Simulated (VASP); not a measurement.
SnSe2, 3 atoms in the cell. It takes space group P-3m1 (No. 164, trigonal). The conventional cell has a = 3.811 Å, b = 3.811 Å, c = 6.136 Å, α = 90.00°, β = 90.00°, γ = 120.00°. Sn (site symmetry -3m) is surrounded by 6 Se at 2.68 Å. Around Se (site symmetry 3m) lie 3 Sn at 2.68 Å. 

```yaml
Program: VASP 6.6.1
Task: relaxation of cell and atoms
Functional: LDA
Potentials_or_basis: VASP PAW LDA potentials, release 64 (Sn_d, Se)
Cutoff: 600 eV
k_mesh: 9 × 9 × 5
Occupations: gaussian, width 0.03 eV
Spin: no spin polarisation
Further_INCAR_settings: ALGO = Normal; EDIFF = 1e-06; IBRION = 2; EDIFFG = -0.01; NSW = 90; ISIF = 3
```

Potentials or basis: VASP PAW LDA potentials, release 64 (Sn_d, Se).

Launch:

```bash
$ cat potpaw_LDA.64/Sn_d/POTCAR potpaw_LDA.64/Se/POTCAR > POTCAR
$ mpirun -np 1 vasp_std > vasp.out
```

Hardware: 1 thread of AMD EPYC 9R45 96-Core Processor (Zen 5), with other jobs on the host.

Estimate the wall time of this run.

Run time: 4.8 min on 1 thread of AMD EPYC 9R45 96-Core Processor (Zen 5) (shared host), peak memory 0.21 GiB. Counts: scf iterations 105, k points 50, ion steps 16.
